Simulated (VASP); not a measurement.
Output of a VASP run:

OSZICAR:
```
       N       E                     dE             d eps       ncg     rms          rms(c)
DAV:   1     0.170663463976E+03    0.17066E+03   -0.12313E+04  1680   0.163E+03
DAV:   2    -0.175885954314E+02   -0.18825E+03   -0.18013E+03  1680   0.328E+02
DAV:   3    -0.259090219265E+02   -0.83204E+01   -0.78281E+01  1904   0.945E+01
DAV:   4    -0.260513737801E+02   -0.14235E+00   -0.14196E+00  1973   0.111E+01
DAV:   5    -0.260559396156E+02   -0.45658E-02   -0.45653E-02  2050   0.183E+00    0.195E+01
DAV:   6    -0.271594470017E+02   -0.11035E+01   -0.66647E+01  1885   0.135E+02    0.215E+01
DAV:   7    -0.219231431166E+02    0.52363E+01   -0.19344E+01  1901   0.732E+01    0.237E+00
DAV:   8    -0.219153192263E+02    0.78239E-02   -0.43674E-01  1758   0.526E+00    0.161E+00
DAV:   9    -0.218986200175E+02    0.16699E-01   -0.52895E-02  2253   0.338E+00    0.802E-01
DAV:  10    -0.219002247175E+02   -0.16047E-02   -0.53502E-03  2297   0.938E-01    0.213E-01
DAV:  11    -0.219001947370E+02    0.29980E-04   -0.99264E-04  2037   0.397E-01    0.111E-01
DAV:  12    -0.219002312581E+02   -0.36521E-04   -0.28057E-04  1944   0.234E-01    0.484E-02
DAV:  13    -0.219002213054E+02    0.99527E-05   -0.18199E-05  2056   0.583E-02    0.242E-02
DAV:  14    -0.219002226905E+02   -0.13851E-05   -0.41324E-06  1605   0.256E-02    0.132E-02
DAV:  15    -0.219002218714E+02    0.81908E-06   -0.65037E-07  1030   0.124E-02
   1 F= -.21900222E+02 E0= -.21900600E+02  d E =0.113344E-02  mag=     0.8056
```

**OUTCAR**
```
------------------------ aborting loop because EDIFF is reached ----------------------------------------
  FORCE on cell =-STRESS in cart. coord.  units (eV):
  Direction    XX          YY          ZZ          XY          YZ          ZX
  --------------------------------------------------------------------------------------
  Total       -0.2478514     -0.2478514     -0.2478514     -0.0000000     -0.0000000     -0.0000000
  in kB       -8.7276491     -8.7276491     -8.7276491     -0.0000000     -0.0000000     -0.0000000
  external PRESSURE =      -8.7276491 kB  Pullay stress =       0.0000000 kB
  volume of cell :       45.50
      direct lattice vectors                 reciprocal lattice vectors
     3.570000000  0.000000000  0.000000000     0.280112045  0.000000000  0.000000000
     0.000000000  3.570000000  0.000000000     0.000000000  0.280112045  0.000000000
     0.000000000  0.000000000  3.570000000     0.000000000  0.000000000  0.280112045
 POSITION                                       TOTAL-FORCE (eV/Angst)
 -----------------------------------------------------------------------------------
      0.00000      0.00000      0.00000         0.000000      0.000000      0.000000
      0.00000      1.78500      1.78500         0.000000      0.000000      0.000000
      1.78500      0.00000      1.78500         0.000000      0.000000      0.000000
      1.78500      1.78500      0.00000         0.000000      0.000000      0.000000
 -----------------------------------------------------------------------------------
    total drift:                                0.000000     -0.000000     -0.000000
  FREE ENERGIE OF THE ION-ELECTRON SYSTEM (eV)
  ---------------------------------------------------
  free  energy   TOTEN  =       -21.9002218714 eV

  energy  without entropy=      -21.9013553073  energy(sigma->0) =      -21.90059968

 total charge

# of ion       s       p       d       tot
------------------------------------------
    1        0.408   0.390   0.000   0.797
    2        0.490   0.511   8.370   9.371
    3        0.490   0.511   8.370   9.371
    4        0.490   0.511   8.370   9.371
--------------------------------------------------
tot          1.878   1.923  25.111  28.911

 magnetization (x)

# of ion       s       p       d       tot
------------------------------------------
    1        0.000  -0.007   0.000  -0.007
    2       -0.003  -0.009   0.296   0.285
    3       -0.003  -0.009   0.296   0.285
    4       -0.003  -0.009   0.296   0.285
--------------------------------------------------
tot         -0.009  -0.033   0.889   0.847
```
(Selected blocks of OUTCAR.)

File POSCAR:
```
Ni3Al
1
    3.5700000000     0.0000000000     0.0000000000
    0.0000000000     3.5700000000     0.0000000000
    0.0000000000     0.0000000000     3.5700000000
Al Ni
1 3
Direct
  0.0000000000   0.0000000000   0.0000000000
  0.0000000000   0.5000000000   0.5000000000
  0.5000000000   0.0000000000   0.5000000000
  0.5000000000   0.5000000000   0.0000000000
```

Question: Write an INCAR and KPOINTS that could have produced this output.

Answer: One answer among several that fit: the input of the run itself, PBE GGA, plane waves, VASP's PBE PAW potentials (set 64).

**INCAR**
```
SYSTEM = Ni3Al
PREC = Accurate
ENCUT = 400
EDIFF = 1E-6
NELM = 100
ALGO = Normal
LREAL = .FALSE.
LASPH = .TRUE.
ISMEAR = 1
SIGMA = 0.1
GGA = PE
LMAXMIX = 4
ISPIN = 2
MAGMOM = 0.0 0.5 0.5 0.5
LORBIT = 10
LWAVE = .FALSE.
LCHARG = .FALSE.
ISIF = 2
```

File KPOINTS:
```
Regular mesh
0
Monkhorst-Pack
 8 8 8
```

POTCAR, in this order: Al Ni (PBE.64 set). Program: vasp_std.

The compound is Ni3Al in the L1_2 structure. The cell was not relaxed at this level. The run is one of a series of settings (KPOINTS 8×8×8 Monkhorst-Pack mesh against the base run), some of them coarse on purpose.
